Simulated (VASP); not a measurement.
These are PBE GGA, VASP's PBE PAW potentials (set 64) (plane waves; VASP) values and carry that method's errors.

VASP input:

**INCAR**
```
LREAL  =  .FALSE.
SYSTEM  =  TiC
LASPH  =  .TRUE.
ENCUT  =  520   # plane-wave cut-off (eV)
PREC  =  Accurate
SIGMA  =  0.1
EDIFF  =  1E-6   # SCF stop (eV)
LMAXMIX  =  4   # l cut-off of mixed one-centre charges
GGA  =  PE   # PBE
ISMEAR  =  1
NELM  =  100
ISIF  =  2
ALGO  =  Damped
LCHARG  =  .FALSE.
LWAVE  =  .FALSE.
```

File KPOINTS:
```
Automatic mesh
0
Gamma
13 13 13
0 0 0
```

File POSCAR:
```
TiC
1
    0.0000000000     2.1474670000     2.1819300000
    2.2113730000     0.0000000000     2.1819300000
    2.2113730000     2.1474670000     0.0000000000
Ti C
1 1
Direct
  0.0000000000   0.0000000000   0.0000000000
  0.4802620000   0.5197380000   0.5197380000
```

POTCAR, in this order: Ti_sv C (PBE.64 set). Program: vasp_std.

**Question.** What will the output report for the number of irreducible k-points (NKPTS), number of bands (NBANDS), largest plane-wave count, number of space-group operations, FFT grid (NGX, NGY, NGZ)?

**Answer.** 
The number of irreducible k-points (NKPTS) is 343 and the number of bands (NBANDS) comes out as 12. The largest plane-wave count is 566. The number of space-group operations is 4 and the FFT grid (NGX, NGY, NGZ) is 24 × 24 × 24.

The compound is TiC in the rock salt structure. The cell was not relaxed at this level, atoms are displaced from their ideal sites. The run is one of a series of settings (ALGO = Damped against the base run), some of them coarse on purpose.
